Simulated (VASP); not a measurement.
Input:

```
CELL_PARAMETERS angstrom
      0.00000     2.18970     2.18970
      2.18970     0.00000     2.18970
      2.18970     2.18970     0.00000
ATOMIC_POSITIONS crystal
  Si 0.00000 0.00000 0.00000
  C  0.25000 0.25000 0.25000
```

All values below come from PBE GGA, VASP's PBE PAW potentials (set 64) (plane waves; VASP). Settings: 520 eV cut-off, Gaussian smearing of 0.050 eV, potentials Si C.

Problem. Give the energies of bands 2 to 6 at the high-symmetry points, in eV from the valence-band maximum.

Solution. 
```json
[
 {"band": "2", "Γ": "0.00", "X": "-7.75", "U": "-7.24", "L": "-8.45", "W": "-7.00"},
 {"band": "3", "Γ": "0.00", "X": "-3.16", "U": "-5.47", "L": "-1.05", "W": "-4.92"},
 {"band": "4", "Γ": "0.00", "X": "-3.16", "U": "-2.57", "L": "-1.05", "W": "-4.63"},
 {"band": "5", "Γ": "6.06", "X": "1.37", "U": "3.10", "L": "5.30", "W": "5.19"},
 {"band": "6", "Γ": "7.21", "X": "4.27", "U": "7.68", "L": "7.17", "W": "9.30"}
]
```

The gap is indirect, 1.37 eV, from the valence maximum at Γ to the conduction minimum at X.

Measured: gap 2.53 eV (computed value off by -1.16 eV), as given by Wei Chen et al., Physical Review Materials (2018), doi:10.1103/physrevmaterials.2.073803 [zero-point renormalisation of 0.11 eV added back (the table's ZPR column)].

The compound is SiC in the zinc blende structure. It was relaxed first.
